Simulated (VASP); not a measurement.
A convergence study with VASP on HfN (rock salt): one setting is varied, all else stays as given below, so the limit is that of these other settings.

```yaml
crystal:
  lattice:
    - [0.00000, 2.26000, 2.26000]
    - [2.26000, 0.00000, 2.26000]
    - [2.26000, 2.26000, 0.00000]
  atoms:
    - { symbol: Hf, position: [0.00000, 0.00000, 0.00000] }
    - { symbol: N, position: [0.50000, 0.50000, 0.50000] }
```

Level of theory: PBE GGA, VASP's PBE PAW potentials (set 64) (plane waves; VASP). The tightest run used: 700 eV cut-off, 24×24×24 Γ-centred mesh, first-order Methfessel-Paxton smearing of 0.10 eV, potentials Hf_pv N.

| setting | E (eV/atom) | pressure (GPa) | irreducible k-points |
|---|---|---|---|
| 2×2×2 mesh | -10.8315 | 2.66 | 3 |
| 3×3×3 mesh | -10.7685 | 4.66 | 4 |
| 4×4×4 mesh | -10.8778 | 2.78 | 8 |
| 5×5×5 mesh | -10.8866 | 2.42 | 10 |
| 6×6×6 mesh | -10.8998 | 2.38 | 16 |
| 7×7×7 mesh | -10.8702 | 2.80 | 20 |
| 9×9×9 mesh | -10.8836 | 2.56 | 35 |
| 10×10×10 mesh | -10.8767 | 2.59 | 47 |
| 11×11×11 mesh | -10.8775 | 2.62 | 56 |

Q: These are the cheaper rows. Estimate the results at 24×24×24 mesh, and how far the last row shown lies from them.

A: 
| quantity | tightest run | last row shown is off by |
|---|---|---|
| E (eV/atom) | -10.8804 | 0.0029 |
| pressure (GPa) | 2.54 | 0.08 |

Left out are rungs that failed or repeat a setting and relaxations that didn't move; long series are thinned to 24 rows.

The compound is HfN in the rock salt structure. The cell was not relaxed at this level. The electron count is odd and the run is not spin-polarised, which forces a metal.
